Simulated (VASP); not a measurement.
An input for Quantum ESPRESSO's pw.x (written as the equivalent of a VASP run, and not itself run):

```
&CONTROL
  calculation = 'scf'
  pseudo_dir = './pseudo'
  outdir = './out'
  tprnfor = .true.
  tstress = .true.
/
&SYSTEM
  ibrav = 0
  nat = 1
  ntyp = 1
  ecutwfc = 72
  occupations = 'smearing'
  smearing = 'fermi-dirac'
  degauss = 0.003675
  input_dft = 'pz'
/
&ELECTRONS
  conv_thr = 7.3e-08
  electron_maxstep = 100
/
ATOMIC_SPECIES
  Re 186.207 Re.upf
CELL_PARAMETERS angstrom
     0.0000000    1.9750000    1.9750000
     1.9750000    0.0000000    1.9750000
     1.9750000    1.9750000    0.0000000
ATOMIC_POSITIONS crystal
  Re   0.0000000  0.0000000  0.0000000
K_POINTS automatic
  10 10 10 0 0 0
```

**Question.** Write the VASP files for the same calculation (LDA).

**Answer.** This is not unique; one that fits is 
### INCAR
```
! general
SYSTEM  = Re
PREC    = Accurate
ENCUT   = 300
LREAL   = .FALSE.
LASPH   = .TRUE.

! electronic loop
EDIFF   = 1E-6
NELM    = 100
ALGO    = Normal
LMAXMIX = 6

! smearing
ISMEAR  = -1
SIGMA   = 0.05

! ions
ISIF    = 2

! output
LWAVE   = .FALSE.
LCHARG  = .FALSE.
```

**KPOINTS**
```
Automatic mesh
0
Gamma
10 10 10
0 0 0
```

File POSCAR:
```
Re
1
    0.0000000000     1.9750000000     1.9750000000
    1.9750000000     0.0000000000     1.9750000000
    1.9750000000     1.9750000000     0.0000000000
Re
1
Direct
  0.0000000000   0.0000000000   0.0000000000
```

POTCAR, in this order: Re (LDA.64 set). Program: vasp_std.

The two are equivalent in intent, not identical: the potentials are each code's own (VASP's PAW set, PseudoDojo norm-conserving files in pw.x), so ENCUT and ecutwfc are chosen apart and not converted; conv_thr bounds pw.x's estimated SCF error, while EDIFF bounds the energy change between steps.

The structure comes from a measured Re entry of the Crystallography Open Database, whose conditions weren't checked. The cell was not relaxed at this level.
